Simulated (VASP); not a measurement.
All values below come from PBEsol GGA, VASP's PBE PAW potentials (set 64) (plane waves; VASP 6.6.1).

VASP input:

### KPOINTS
```
k-points along high-symmetry lines
15
Line-mode
Reciprocal
  0.000000   0.000000   0.000000 ! GAMMA
  0.000000   0.500000   0.000000 ! X

  0.000000   0.500000   0.000000 ! X
  0.500000   0.500000   0.000000 ! M

  0.500000   0.500000   0.000000 ! M
  0.000000   0.000000   0.000000 ! GAMMA

  0.000000   0.000000   0.000000 ! GAMMA
  0.500000   0.500000   0.500000 ! R

  0.500000   0.500000   0.500000 ! R
  0.000000   0.500000   0.000000 ! X

  0.500000   0.500000   0.500000 ! R
  0.500000   0.500000   0.000000 ! M
```

**INCAR**
```
SYSTEM = SrTiO3
PREC = Accurate
ENCUT = 520
EDIFF = 1E-7
NELM = 100
ALGO = Normal
LREAL = .FALSE.
LASPH = .TRUE.
ISMEAR = 0
SIGMA = 0.05
GGA = PS
LMAXMIX = 4
LWAVE = .FALSE.
LCHARG = .FALSE.
LORBIT = 11
ICHARG = 11
```

File POSCAR:
```
SrTiO3
1
    3.8959772680    -0.0000000000     0.0000000000
    0.0000000000     3.8959772680     0.0000000000
    0.0000000000    -0.0000000000     3.8959772680
Sr Ti O
1 1 3
Direct
  0.0000000000   0.0000000000   0.0000000000
  0.5000000000   0.5000000000   0.5000000000
  0.5000000000   0.0000000000   0.5000000000
  0.0000000000   0.5000000000   0.5000000000
  0.5000000000   0.5000000000   0.0000000000
```

POTCAR, in this order: Sr_sv Ti_sv O (PBE.64 set). Program: vasp_std. Read from the step before: CHGCAR.

Output of the run:

**OUTCAR**
```
 ion  position               nearest neighbor table
   1  0.000  0.000  0.000-   3 2.75   4 2.75   5 2.75   3 2.75   4 2.75   4 2.75   5 2.75   4 2.75
                             3 2.75   5 2.75   3 2.75   5 2.75   2 3.37   2 3.37   2 3.37   2 3.37
   2  0.500  0.500  0.500-   3 1.95   4 1.95   5 1.95   5 1.95   3 1.95   4 1.95   1 3.37   1 3.37
                             1 3.37   1 3.37   1 3.37   1 3.37   1 3.37   1 3.37
   3  0.500  0.000  0.500-   2 1.95   2 1.95   1 2.75   1 2.75   1 2.75   1 2.75
   4  0.000  0.500  0.500-   2 1.95   2 1.95   1 2.75   1 2.75   1 2.75   1 2.75
   5  0.500  0.500  0.000-   2 1.95   2 1.95   1 2.75   1 2.75   1 2.75   1 2.75
  LATTYP: Found a simple cubic cell.
 ALAT       =     3.8959772680
 Subroutine PRICEL returns:
 Original cell was already a primitive cell.
 Subroutine GETGRP returns: Found 48 space group operations
The static configuration has the point symmetry O_h .
The dynamic configuration has the point symmetry O_h .
 Subroutine INISYM returns: Found 48 space group operations
   k-points           NKPTS =     90   k-points in BZ     NKDIM =     90   number of bands    NBANDS=     24
   number of dos      NEDOS =    301   number of ions     NIONS =      5
   total plane-waves  NPLWV =  27000
   dimension x,y,z NGX =    30 NGY =   30 NGZ =   30
   dimension x,y,z NGXF=    60 NGYF=   60 NGZF=   60
   ions per type =               1   1   3
   PREC   = accura    normal or accurate (medium, high low for compatibility)
   ISTART =      0    job   : 0-new  1-cont  2-samecut
   ICHARG =     11    charge: 1-file 2-atom 10-const
   ISPIN  =      1    spin polarized calculation?
   LNONCOLLINEAR =      F non collinear calculations
   LSORBIT =      F    spin-orbit coupling
   INIWAV =      1    electr: 0-lowe 1-rand  2-diag
   ENCUT  =  520.0 eV  38.22 Ry    6.18 a.u.   7.24  7.24  7.24*2*pi/ulx,y,z
   NELM   =    100;   NELMIN=  2; NELMDL= -5     # of ELM steps
   EDIFF  = 0.1E-06   stopping-criterion for ELM
   LREAL  =      F    real-space projection
   NLSPLINE    = F    spline interpolate recip. space projectors
   LMAXMIX     =    4 max onsite mixed and CHGCAR
   VOSKOWN=      0    Vosko Wilk Nusair interpolation
   EDIFFG = 0.1E-05   stopping-criterion for IOM
   NSW    =      0    number of steps for IOM
   NBLOCK =      1;   KBLOCK =      1    inner block; outer block
   IBRION =     -1    ionic relax: 0-MD 1-quasi-New 2-CG
   NFREE  =      0    steps in history (QN), initial steepest desc. (CG)
   ISIF   =      2    stress and relaxation
   ISYM   =      2    0-nonsym 1-usesym 2-fastsym
   TEIN   =    0.0    initial temperature
   TEBEG  =    0.0;   TEEND  =   0.0 temperature during run
   SMASS  =  -3.00    Nose mass-parameter (am)
   PSTRESS=    0.0 pullay stress
   NELECT =      40.0000    total number of electrons
   EFERMI =   0.00;   METHOD = LEGACY
   ISMEAR =     0;   SIGMA  =   0.05  broadening in eV -4-tet -1-fermi 0-gaus
   IALGO  =     38    algorithm
   LDIAG  =      T    sub-space diagonalisation (order eigenvalues)
   IMIX   =      4    mixing-type and parameters
     AMIX     =   0.40;   BMIX     =  1.00
     AMIX_MAG =   1.60;   BMIX_MAG =  1.00
     AMIN     =   0.10
   GGA     = PS    functional components
   VOSKOWN =     0    Vosko Wilk Nusair interpolation
   LHFCALC =     F    Hartree Fock is set to
   LHFONE  =     F    Hartree Fock one center treatment
   AEXX    =    0.0000 exact exchange contribution
   IVDW    =     0    specifies the selected vdW correction
   LEPSILON=     F    determine dielectric tensor
   LRPA    =     F    only Hartree local field effects (RPA)
  energy-cutoff  :      520.00
  volume of cell :       59.14
      direct lattice vectors                 reciprocal lattice vectors
     3.895977268  0.000000000  0.000000000     0.256675009  0.000000000  0.000000000
     0.000000000  3.895977268  0.000000000     0.000000000  0.256675009  0.000000000
     0.000000000  0.000000000  3.895977268     0.000000000  0.000000000  0.256675009
 k-point     1 :   0.0000 0.0000 0.0000  plane waves:    1575
 k-point     2 :   0.0000 0.0357 0.0000  plane waves:    1575
 k-point     3 :   0.0000 0.0714 0.0000  plane waves:    1587
 k-point     4 :   0.0000 0.1071 0.0000  plane waves:    1583
 k-point     5 :   0.0000 0.1429 0.0000  plane waves:    1599
...
```

**OSZICAR**
```
       N       E                     dE             d eps       ncg     rms          rms(c)
DAV:   1     0.419348106157E+03    0.41935E+03   -0.22365E+04  4320   0.188E+03
DAV:   2     0.986096958793E+01   -0.40949E+03   -0.40279E+03  4784   0.495E+02
DAV:   3    -0.386018300522E+02   -0.48463E+02   -0.46653E+02  7128   0.143E+02
DAV:   4    -0.405843117202E+02   -0.19825E+01   -0.19813E+01  5352   0.283E+01
DAV:   5    -0.406602896950E+02   -0.75978E-01   -0.75977E-01  6328   0.453E+00
DAV:   6    -0.406614122533E+02   -0.11226E-02   -0.11226E-02  5728   0.544E-01
DAV:   7    -0.406614336897E+02   -0.21436E-04   -0.21436E-04  6384   0.724E-02
DAV:   8    -0.406614341098E+02   -0.42011E-06   -0.42009E-06  5688   0.866E-03
DAV:   9    -0.406614341181E+02   -0.83483E-08   -0.83283E-08  4256   0.127E-03
   1 F= -.40661434E+02 E0= -.40661434E+02  d E =-.960373E-11
```

OUTCAR:
```
 val. band max:        4.0826993689   @ k =   0.5000   0.5000   0.5000

 cond. band min:       5.8958750677   @ k =   0.0000   0.0000   0.0000



 k-point     1 :       0.0000    0.0000    0.0000
  band No.  band energies     occupation
      1     -52.0896      2.00000
      2     -28.5414      2.00000
      3     -28.4563      2.00000
      4     -28.4563      2.00000
      5     -28.4563      2.00000
      6     -13.3025      2.00000
      7     -12.2913      2.00000
      8     -12.2913      2.00000
      9     -10.5653      2.00000
     10     -10.5653      2.00000
     11     -10.5653      2.00000
     12       1.2209      2.00000
     13       1.2209      2.00000
     14       1.2209      2.00000
     15       2.8840      2.00000
     16       2.8840      2.00000
     17       2.8840      2.00000
     18       3.7279      2.00000
     19       3.7279      2.00000
     20       3.7279      2.00000
     21       5.8959      0.00000
     22       5.8959      0.00000
     23       5.8959      0.00000
     24       8.4659      0.00000

 k-point     2 :       0.0000    0.0357    0.0000
  band No.  band energies     occupation
      1     -52.0896      2.00000
      2     -28.5433      2.00000
      3     -28.4562      2.00000
      4     -28.4562      2.00000
      5     -28.4551      2.00000
      6     -13.3025      2.00000
      7     -12.2929      2.00000
      8     -12.2908      2.00000
      9     -10.5646      2.00000
     10     -10.5646      2.00000
     11     -10.5554      2.00000
     12       1.2031      2.00000
     13       1.2198      2.00000
     14       1.2198      2.00000
     15       2.8652      2.00000
     16       2.8652      2.00000
     17       2.8710      2.00000
     18       3.6819      2.00000
     19       3.7172      2.00000
     20       3.7172      2.00000
     21       5.8980      0.00000
     22       5.9298      0.00000
     23       5.9298      0.00000
     24       8.4667      0.00000

...
```

The density is held fixed in this step, so its total energy and stress have no physical meaning.

The compound is SrTiO3 in the cubic perovskite structure, the ideal cubic form; the compound distorts at low or room temperature. It was relaxed first.
